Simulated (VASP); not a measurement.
Given:

```
LiF
1.0
    0.00000     1.98967     1.98967
    1.98967     0.00000     1.98967
    1.98967     1.98967     0.00000
Li F
1 1
Direct
  0.01885   0.01885   0.98115
  0.50000   0.50000   0.50000
```

The numbers are results of r2SCAN meta-GGA, VASP's PBE PAW potentials (set 64) (plane waves; VASP), not measurements. Run with 600 eV cut-off, 10×10×10 Γ-centred mesh, Gaussian smearing of 0.050 eV, potentials Li_sv F.

What does the run give for the energy per atom (σ→0), largest force, band gap (on the k-mesh) with the smallest direct gap where there is one?

The band gap (on the k-mesh) is 10.61 eV and the smallest direct gap (on the k-mesh) is 10.61 eV. The energy per atom (σ→0) is -5.951 eV/atom and the largest force is 0.165 eV/Å.

Only differences to runs with the same potentials and settings are physical.

The compound is LiF in the rock salt structure. This cell was strained or had an atom moved on purpose.
